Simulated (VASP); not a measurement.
Here is the system:

```xyz
3
Lattice="4.3092 0.0000 0.0000 -2.1546 3.7319 0.0000 0.0000 0.0000 25.5901" Properties=species:S:1:pos:R:3 pbc="T T T"
Sr     0.0000     2.4879     9.2766
Sr     0.0000     0.0000    12.7950
Sr     2.1546     1.2440    16.3135
```

Computed with r2SCAN meta-GGA, VASP's PBE PAW potentials (set 64) (plane waves; VASP). Run with PREC = Normal, EDIFF = 1E-5, 400 eV cut-off, 8×8×1 Γ-centred mesh, first-order Methfessel-Paxton smearing of 0.10 eV, potentials Sr_sv.

Task: What does the run give for the energy per atom (σ→0), band gap (on the k-mesh) with the smallest direct gap where there is one?

Result: 
The band gap (on the k-mesh) comes out as none (metal, semimetal or under 0.01 eV). The energy per atom (σ→0) is -1440.1 kJ/mol of atoms.

Total energies compare only between runs with the same potentials, cut-off and functional.

The cell is a thin slab with vacuum, built from Sr (fcc): (111) face.
